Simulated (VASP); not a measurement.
Input:

```
CELL_PARAMETERS angstrom
      4.16040     2.07866     2.07866
      2.07866     4.16040     2.07866
      2.07866     2.07866     4.16040
ATOMIC_POSITIONS crystal
  Ni 0.00000 0.00000 0.00000
  Ni 0.50000 0.50000 0.50000
  O  0.25000 0.25000 0.25000
  O  0.75000 0.75000 0.75000
```
Starting moments (μB, in the order of the record's atoms Ni Ni O O): 1.3 -1.3 0.0 0.0.

All values below come from PBE GGA with D4 dispersion, VASP's PBE PAW potentials (set 64) (plane waves; VASP). Numerical set-up: 520 eV cut-off, 10×10×10 Γ-centred mesh, tetrahedra with Blöchl corrections, potentials Ni O.

The cores are frozen, which limits the accuracy of field gradients.

Give the principal components of the electric field gradient (V/Å²) and the asymmetry η at each nucleus.

| atom | Vxx | Vyy | Vzz | η |
|---|---|---|---|---|
| Ni1 | -0.8 | -0.8 | 1.7 | 0.00 |
| Ni2 | -0.8 | -0.8 | 1.7 | 0.00 |
| O3 | 1.6 | 1.6 | -3.2 | 0.00 |
| O4 | 1.6 | 1.6 | -3.2 | 0.00 |

The compound is NiO in the rock salt, AFM-II order structure. It was relaxed first.
